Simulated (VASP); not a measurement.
Input for VASP

KPOINTS:
```
Automatic mesh
0
Gamma
5 5 5
0 0 0
```

INCAR:
```
LASPH=.True.   ! aspherical one-centre terms
EDIFF=1E-6
LREAL=.False.   ! projection in real space or not
NSW=60   ! most ionic steps
ALGO=Normal   ! blocked Davidson
LCHARG=.False.
EDIFFG=-0.02   ! ionic stop
SYSTEM=Cu2O
LMAXMIX=4
ENCUT=520   ! plane-wave cut-off (eV)
IBRION=2   ! conjugate gradients
GGA=PE   ! PBE
IVDW=11
PREC=Accurate
NELM=100
SIGMA=0.05   ! width (eV)
LWAVE=.False.
ISMEAR=0   ! Gaussian
ISIF=3
```

### POSCAR
```
Cu2O
1.0
  4.2700000000   0.0000000000   0.0000000000
  0.0000000000   4.2700000000   0.0000000000
  0.0000000000   0.0000000000   4.2700000000
Cu O
4 2
Cartesian
  3.2025000000   1.0675000000   3.2025000000
  1.0675000000   3.2025000000   3.2025000000
  3.2025000000   3.2025000000   1.0675000000
  1.0675000000   1.0675000000   1.0675000000
  0.0000000000   0.0000000000   0.0000000000
  2.1350000000   2.1350000000   2.1350000000
```

POTCAR, in this order: Cu O (PBE.64 set). Program: vasp_std.

Question: Write an equivalent input for Quantum ESPRESSO's pw.x.

Answer: One equivalent input (not run):
```
&CONTROL
  calculation = 'vc-relax'
  pseudo_dir = './pseudo'
  outdir = './out'
  tprnfor = .true.
  tstress = .true.
  nstep = 60
  forc_conv_thr = 0.00078
/
&SYSTEM
  ibrav = 0
  nat = 6
  ntyp = 2
  ecutwfc = 92
  occupations = 'smearing'
  smearing = 'gaussian'
  degauss = 0.003675
  input_dft = 'pbe'
  vdw_corr = 'grimme-d3'
  dftd3_version = 3
  dftd3_threebody = .false.
/
&ELECTRONS
  conv_thr = 7.3e-08
  electron_maxstep = 100
/
&IONS
/
&CELL
/
ATOMIC_SPECIES
  Cu 63.546 Cu.upf
  O 15.999 O.upf
CELL_PARAMETERS angstrom
     4.2700000    0.0000000    0.0000000
     0.0000000    4.2700000    0.0000000
     0.0000000    0.0000000    4.2700000
ATOMIC_POSITIONS crystal
  Cu   0.7500000  0.2500000  0.7500000
  Cu   0.2500000  0.7500000  0.7500000
  Cu   0.7500000  0.7500000  0.2500000
  Cu   0.2500000  0.2500000  0.2500000
  O    0.0000000  0.0000000  0.0000000
  O    0.5000000  0.5000000  0.5000000
K_POINTS automatic
  5 5 5 0 0 0
```
What does not carry over: the potentials are each code's own (VASP's PAW set, PseudoDojo norm-conserving files in pw.x), so ENCUT and ecutwfc are chosen apart and not converted; conv_thr bounds pw.x's estimated SCF error, while EDIFF bounds the energy change between steps; forc_conv_thr acts on force components and is met together with etot_conv_thr.

The compound is Cu2O in the cuprite structure. This run relaxes it. Symmetry was kept, so distortions that lower it aren't found. The start is the result of an earlier pass.
